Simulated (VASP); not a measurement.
Consider the following.

```yaml
crystal:
  lattice:
    - [0.00000, 2.88379, 2.88379]
    - [2.88379, 0.00000, 2.88379]
    - [2.88379, 2.88379, 0.00000]
  atoms:
    - { symbol: Ga, position: [0.00000, 0.00000, 0.00000] }
    - { symbol: As, position: [0.25000, 0.25000, 0.25000] }
```

All values below come from TPSS meta-GGA, VASP's PBE PAW potentials (set 64) (plane waves; VASP). Numerical set-up: 520 eV cut-off, 8×8×8 Γ-centred mesh, Gaussian smearing of 0.050 eV, potentials Ga_d As.

Give the stress tensor in GPa (positive for a compressed cell).

```
-1.76   0.00   0.00
 0.00  -1.76   0.00
 0.00   0.00  -1.76
```
The pressure is its mean diagonal, -1.76 GPa.

The compound is GaAs in the zinc blende structure. This cell is one point of a volume scan, at 1.03 of the reference volume.
